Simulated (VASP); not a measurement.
Method: revPBE GGA, VASP's PBE PAW potentials (set 64) (plane waves; VASP 6.6.1).

VASP ran on this input.

**INCAR**
```
# general
SYSTEM =WC
PREC   =Accurate
ENCUT  =520
LREAL  =.False.
LASPH  =.True.

# electronic loop
EDIFF  =1E-7
NELM   =100
ALGO   =Normal
LMAXMIX=6

# smearing
ISMEAR =1
SIGMA  =0.1

# functional
GGA    =RE

# ions
IBRION =2
NSW    =30
ISIF   =4
EDIFFG =-0.01

# output
LWAVE  =.False.
LCHARG =.False.
```

KPOINTS:
```
Automatic
0
Gamma
14 14 13
```

POSCAR:
```
WC
1.0
  1.4664995230  -2.5400517599   0.0000000000
  1.4664995230   2.5400517599   0.0000000000
  0.0000000000   0.0000000000   2.8560800557
W C
1 1
Cartesian
  0.0000000000   0.0000000000   0.0000000000
  1.4664995230   0.8466856133   1.4280400279
```

POTCAR, in this order: W_sv C (PBE.64 set). Program: vasp_std.

Question: What will the output report for the number of irreducible k-points (NKPTS), largest plane-wave count, number of space-group operations, FFT grid (NGX, NGY, NGZ)?

Answer: 
The number of irreducible k-points (NKPTS) is 168 and the largest plane-wave count is 599. The number of space-group operations comes out as 12 and the FFT grid (NGX, NGY, NGZ) is 24 × 24 × 24.

The compound is WC in the wc structure. This run relaxes it. Symmetry was kept, so distortions that lower it aren't found.
